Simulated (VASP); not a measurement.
Input:

```xyz
2
Lattice="2.8647 0.0000 0.0000 0.0000 2.8647 0.0000 0.0000 0.0000 2.8647" Properties=species:S:1:pos:R:3 pbc="T T T"
Ga     1.4324     1.4324     1.4324
Co     0.0000     0.0000     0.0000
```

Level of theory: AM05 GGA, VASP's PBE PAW potentials (set 64) (plane waves; VASP). Run with 520 eV cut-off, 13×13×13 Γ-centred mesh, first-order Methfessel-Paxton smearing of 0.10 eV, potentials Ga_d Co.

Task: Give the stress tensor in GPa (positive for a compressed cell).

Result: 
```
-5.53   0.00   0.00
 0.00  -5.53   0.00
 0.00   0.00  -5.53
```
The pressure is its mean diagonal, -5.53 GPa.

The compound is CoGa in the CsCl type structure. This cell is one point of a volume scan, at 1.03 of the reference volume. The run is not spin-polarised, so no magnetic state was tried.
